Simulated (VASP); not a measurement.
Computed with PBE GGA, VASP's PBE PAW potentials (set 64) (plane waves; VASP).

VASP ran on this input.

INCAR:
```
SYSTEM = SrTiO3
PREC = Accurate; ENCUT = 620; LREAL = .FALSE.
LASPH = .TRUE.
EDIFF = 1E-6; NELM = 100; ALGO = Normal
LMAXMIX = 4
ISMEAR = 0; SIGMA = 0.05
GGA = PE
IBRION = 2; NSW = 40; ISIF = 3
EDIFFG = -0.02
LWAVE = .FALSE.; LCHARG = .FALSE.
```

File POSCAR:
```
SrTiO3
1
    3.9394038694     0.0000000000     0.0000000000
    0.0000000000     3.9394038694     0.0000000000
   -0.0000000000    -0.0000000000     3.9394038694
Sr Ti O
1 1 3
Direct
  0.0000000000   0.0000000000   0.0000000000
  0.5000000000   0.5000000000   0.5000000000
  0.5000000000   0.0000000000   0.5000000000
  0.0000000000   0.5000000000   0.5000000000
  0.5000000000   0.5000000000   0.0000000000
```

**KPOINTS**
```
Automatic mesh
0
Gamma
6 6 6
0 0 0
```

POTCAR, in this order: Sr_sv Ti_sv O (PBE.64 set). Program: vasp_std.

**Question.** What will the output report for the number of irreducible k-points (NKPTS), largest plane-wave count, number of space-group operations, FFT grid (NGX, NGY, NGZ)?

**Answer.** 
```yaml
number of irreducible k-points (NKPTS): 20
largest_plane_wave_count: 2176
number_of_space_group_operations: 48
FFT grid (NGX, NGY, NGZ): 32 × 32 × 32
```

The compound is SrTiO3 in the cubic perovskite structure, the ideal cubic form; the compound distorts at low or room temperature. It was relaxed first.
